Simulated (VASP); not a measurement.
Wanted: the native input for a VASP 6.6.1 run.

| Quantity | Value |
| --- | --- |
| Task | single point |
| Functional | PBE |
| Potentials or basis | VASP PAW PBE potentials, release 64 (Bi_d, Sr_sv) |
| Cutoff | 520 eV |
| k mesh | 4 × 4 × 4 |
| Occupations | fermi-dirac, width 0.05 eV |
| Spin | no spin polarisation |
| Further INCAR settings | ALGO = Normal; EDIFF = 1e-07; NBANDS = 55 |

The structure of Sr3Bi lies in POSCAR:

```
Sr3Bi
1.0
    7.7859464207      0.0000000000      0.0000000000
   -3.8929732103      6.7428273928      0.0000000000
    0.0000000000      0.0000000000      6.2963810000
Bi Sr
2 6
Direct
    0.3333333333      0.6666666667      0.7500000000
    0.6666666667      0.3333333333      0.2500000000
    0.1711700050      0.3423400100      0.2500000000
    0.1711700050      0.8288299950      0.2500000000
    0.6576599900      0.8288299950      0.2500000000
    0.8288299950      0.6576599900      0.7500000000
    0.8288299950      0.1711700050      0.7500000000
    0.3423400100      0.1711700050      0.7500000000
```

The cell comes from a database or a generator and needn't be the stable form of this composition.

The input as run:

INCAR

```
PREC = Accurate ; ENCUT = 520
EDIFF = 1E-7 ; ISMEAR = -1
SIGMA = 0.05 ; LREAL = False
LASPH = True ; NELM = 100
ALGO = Normal ; ISIF = 2
LWAVE = False ; LCHARG = True
GGA = PE ; LELF = True
LVHAR = True ; NBANDS = 55
```

KPOINTS

```
Automatic mesh
0
Gamma
  4 4 4
```

Potentials or basis: VASP PAW PBE potentials, release 64 (Bi_d, Sr_sv).

Command:

```bash
$ cat potpaw_PBE.64/Bi_d/POTCAR potpaw_PBE.64/Sr_sv/POTCAR > POTCAR
$ mpirun -np 1 vasp_std > vasp.out
```

It gave:

- Pressure: -0.1 GPa
- Largest force: 0.005 eV/Å
- Band gap on the k mesh: none (metal or under the smearing width)

Caveat: spin-orbit coupling is left out, which moves the levels of the heavy elements.

It took 2.4 min on 1 thread of Intel(R) Xeon(R) 6975P-C (Granite Rapids), on a shared host, peak memory 0.51 GiB.
